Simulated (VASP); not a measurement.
Input for VASP

**KPOINTS**
```
Automatic mesh
0
Gamma
4 4 1
0 0 0
```

### INCAR
```
! general
SYSTEM  = CdSe
PREC    = Accurate
ENCUT   = 300
LREAL   = .False.
LASPH   = .True.

! electronic loop
EDIFF   = 1E-6   ! SCF stop (eV)
NELM    = 100   ! most electronic steps
ALGO    = Normal   ! blocked Davidson
LMAXMIX = 4   ! l cut-off of mixed one-centre charges

! smearing
ISMEAR  = -1   ! Fermi-Dirac
SIGMA   = 0.136   ! width (eV)

! functional
GGA     = PE   ! PBE

! ions
ISIF    = 2   ! forces and stress, cell fixed

! output
LWAVE   = .False.
LCHARG  = .False.
```

### POSCAR
```
CdSe
1.0
  4.4077990000   0.0000000000   0.0000000000
 -2.2038990000   3.8172650000   0.0000000000
  0.0000000000   0.0000000000  21.6288790000
Cd Se
6 6
direct
  0.0000000000   0.0000000000   0.0000000000
  0.0000000000   0.0000000000   0.5000000000
  0.6666670000   0.3333330000   0.8332500000
  0.3333330000   0.6666670000   0.3332500000
  0.6666670000   0.3333330000   0.1665000000
  0.3333330000   0.6666670000   0.6665000000
  0.0000000000   0.0000000000   0.8746000000
  0.0000000000   0.0000000000   0.3746000000
  0.6666670000   0.3333330000   0.7078500000
  0.3333330000   0.6666670000   0.2078500000
  0.6666670000   0.3333330000   0.0415000000
  0.3333330000   0.6666670000   0.5415000000
```

POTCAR, in this order: Cd Se (PBE.64 set). Program: vasp_std.

**Question.** Write an equivalent input for Ansatz.

**Answer.** One equivalent input (not run):
Ansatz 0.2 input:
```yaml
crystal:
  lattice:
    - [4.4077990, 0.0000000, 0.0000000]
    - [-2.2038990, 3.8172650, 0.0000000]
    - [0.0000000, 0.0000000, 21.6288790]
  atoms:
    - { symbol: Cd, position: [0.0000000, 0.0000000, 0.0000000] }
    - { symbol: Cd, position: [0.0000000, 0.0000000, 0.5000000] }
    - { symbol: Cd, position: [0.6666670, 0.3333330, 0.8332500] }
    - { symbol: Cd, position: [0.3333330, 0.6666670, 0.3332500] }
    - { symbol: Cd, position: [0.6666670, 0.3333330, 0.1665000] }
    - { symbol: Cd, position: [0.3333330, 0.6666670, 0.6665000] }
    - { symbol: Se, position: [0.0000000, 0.0000000, 0.8746000] }
    - { symbol: Se, position: [0.0000000, 0.0000000, 0.3746000] }
    - { symbol: Se, position: [0.6666670, 0.3333330, 0.7078500] }
    - { symbol: Se, position: [0.3333330, 0.6666670, 0.2078500] }
    - { symbol: Se, position: [0.6666670, 0.3333330, 0.0415000] }
    - { symbol: Se, position: [0.3333330, 0.6666670, 0.5415000] }
kpoints:
  mp_grid: { grid: [4, 4, 1] }
hamiltonian:
  xc: pbe
  pseudopotentials: { kind: paw }
scf:
  occupations: { method: fermi_dirac, width: 0.136 }
  max_iter: 100
output: { forces: true, stress: true, eigenvalues: true }
```
The two are equivalent in intent, not identical: each code has its own PAW files, so the cut-off isn't converted (ENCUT is set for VASP's; basis.ecutwfc is left out, and Ansatz then takes the one that its files recommend); Ansatz stops its SCF on the density residual and VASP on the energy change (EDIFF).

The structure was generated: CdSe was put into an ordered model structure, which need not be its known phase. The cell was not relaxed at this level.
